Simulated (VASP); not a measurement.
An input for Ansatz (written as the equivalent of a VASP run, and not itself run):

Ansatz 0.2 input:
```yaml
crystal:
  lattice:
    - [3.1416747, 0.0000000, 0.0000000]
    - [-1.5708373, 2.7207697, 0.0000000]
    - [0.0000000, 0.0000000, 5.0926427]
  atoms:
    - { symbol: Zr, position: [0.3333330, 0.6666670, 0.2500000] }
    - { symbol: Zr, position: [0.6666670, 0.3333330, 0.7500000] }
kpoints:
  mp_grid: { grid: [15, 15, 8] }
hamiltonian:
  xc: lda
  pseudopotentials: { kind: paw }
scf:
  occupations: { method: tetrahedron }
  max_iter: 100
output: { forces: true, stress: true, eigenvalues: true }
```

### Question
Write the VASP files for the same calculation (LDA).

### Answer
Several could match; the one computed here: 
**POSCAR**
```
Zr
1
    3.1416746793     0.0000000000     0.0000000000
   -1.5708373396     2.7207696560    -0.0000000000
    0.0000000000     0.0000000000     5.0926426611
Zr
2
Direct
  0.3333330000   0.6666670000   0.2500000000
  0.6666670000   0.3333330000   0.7500000000
```

### INCAR
```
LCHARG  =  .TRUE.
ALGO  =  Normal
LASPH  =  .TRUE.
ISIF  =  2   ! forces and stress, cell fixed
LREAL  =  .FALSE.   ! projection in real space or not
LMAXMIX  =  4   ! l cut-off of mixed one-centre charges
NELM  =  100   ! most electronic steps
LORBIT  =  11
SYSTEM  =  Zr
PREC  =  Accurate
EDIFF  =  1E-7   ! SCF stop (eV)
ENCUT  =  400   ! plane-wave cut-off (eV)
ISMEAR  =  -5
LWAVE  =  .FALSE.
NEDOS  =  601   ! DOS grid
```

KPOINTS:
```
Automatic
0
Gamma
  15 15 8
```

POTCAR, in this order: Zr_sv (LDA.64 set). Program: vasp_std.

Limits of the translation: each code has its own PAW files, so the cut-off isn't converted (ENCUT is set for VASP's; basis.ecutwfc is left out, and Ansatz then takes the one that its files recommend); Ansatz stops its SCF on the density residual and VASP on the energy change (EDIFF); Ansatz's lda is the Perdew-Wang form, while the LDA potentials of VASP carry Perdew-Zunger's.

The structure comes from a computed database's Zr entry (P6_3/mmc); how it stands against other phases isn't given here. It was relaxed first, which changed the volume by -7 %.
